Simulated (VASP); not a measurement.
## Bi2Te2S (space group R-3m): computed properties

Level of theory: LDA (Ceperley-Alder, Perdew-Zunger), VASP's LDA PAW potentials (set 64) (plane waves; VASP).

```yaml
space_group: R-3m (166)
cell: a = b = 4.217 Å, c = 28.842 Å, α = β = 90.00°, γ = 120.00°
volume_per_atom: 29.62 Å³/atom
band gap (over mesh and band path): 0.09 eV
smallest direct gap (over mesh and band path): 0.09 eV
band_edge_character: direct, Γ to Γ
density: 7.91 g/cm³
```

```yaml
crystal:
  lattice:
    - [2.10872, 1.21747, 9.61412]
    - [-2.10872, 1.21747, 9.61412]
    - [0.00000, -2.43494, 9.61412]
  atoms:
    - { symbol: Bi, position: [0.39187, 0.39187, 0.39187] }
    - { symbol: Bi, position: [0.60813, 0.60813, 0.60813] }
    - { symbol: Te, position: [0.78682, 0.78682, 0.78682] }
    - { symbol: Te, position: [0.21318, 0.21318, 0.21318] }
    - { symbol: S, position: [0.00000, 0.00000, 0.00000] }
```

Unless said otherwise, spin-orbit coupling is left out, though it shifts the bands of the heavy elements here.

The structure comes from a computed database's Bi2Te2S entry (R-3m); how it stands against other phases isn't given here. It was relaxed first, which changed the volume by -10 %. Symmetry was kept, so distortions that lower it aren't found.
